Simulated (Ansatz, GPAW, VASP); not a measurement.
# KMgF3 (Pm-3m, 5 atoms in the cell) computed with different codes at matched settings

Self-consistent single point, at a second geometry (lattice scaled by 0.98). First geometry:

```
CELL_PARAMETERS angstrom
      3.99000     0.00000     0.00000
      0.00000     3.99000     0.00000
      0.00000     0.00000     3.99000
ATOMIC_POSITIONS crystal
  K  0.00000 0.00000 0.00000
  Mg 0.50000 0.50000 0.50000
  F  0.50000 0.00000 0.50000
  F  0.00000 0.50000 0.50000
  F  0.50000 0.50000 0.00000
```

Shared settings, as Ansatz (an electronic-structure program) writes them: kpoints.mp_grid.grid = 4 4 4; scf.occupations.method = fermi_dirac; scf.occupations.width = 0.05 eV. Potentials and cutoffs stand in the table.

| code | model | ΔF from the first geometry (meV/atom) | pressure (GPa) | gap on the mesh (eV) | cutoff |
|---|---|---|---|---|---|
| Ansatz | PBE, default PAW files | 28.9 | 8.59 | 7.785 | 420 eV |
| GPAW | PBE, GPAW PAW datasets PBE (gpaw-data 1.0.1) | 29.2 | – | 7.779 | 950 eV |
| VASP | PBE, VASP's PBE PAW potentials (set 64) | 27.5 | 0.18 | 7.792 | 400 eV |

For VASP (by 7.9 GPa) the energy change implies a higher mean pressure, against the two pressures, than for the other programs: a sign of finite-basis (Pulay) stress.

A dash marks a value that a program does not give, or that is left out as unsure.

Gaps are read on the mesh.

The spread over the programs that give each value: ΔF from the first geometry within 1.7 meV/atom; pressure within 8.41 GPa; gap on the mesh within 0.013 eV.

Ansatz's pressure is given at a fixed set of plane waves, as the other plane-wave codes print theirs; with its correction for the finite basis it is 9.15 GPa (the shift of 0.56 GPa shows how far the cutoff is from converged). The pressure of GPAW is left out: its cutoff lies under the one at which its stress was checked.

VASP's run is marked for a possible Pulay error in its stress at this cutoff; no cutoff test was made.

The starting cell has typed, rounded lattice constants, without a prior relaxation at this level. For this run, on top of that: lattice scaled by 0.98.

Left out of this page: Quantum ESPRESSO, ABINIT, CP2K, FLEUR and SIESTA (not drawn, or without a comparable value).

Keys are those of Ansatz 0.2.
